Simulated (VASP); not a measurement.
Given:

```
NaCl
1.0
    0.00000     2.84239     2.84239
    2.84239     0.00000     2.84239
    2.84239     2.84239     0.00000
Na Cl
1 1
Cartesian
  0.00000   0.00000   0.00000
  2.84239   2.84239   2.84239
```

Level of theory: AM05 GGA, VASP's PBE PAW potentials (set 64) (plane waves; VASP 6.6.1). Numerical set-up: 520 eV cut-off, Gaussian smearing of 0.050 eV, potentials Na_pv Cl.

Question: Predict the band gap (along the path) with the smallest direct gap where there is one.

Answer: 
band gap (along the path): 5.04 eV
smallest direct gap (along the path): 5.04 eV

Total energies compare only between runs with the same potentials, cut-off and functional.

The compound is NaCl in the rock salt structure. It was relaxed first.
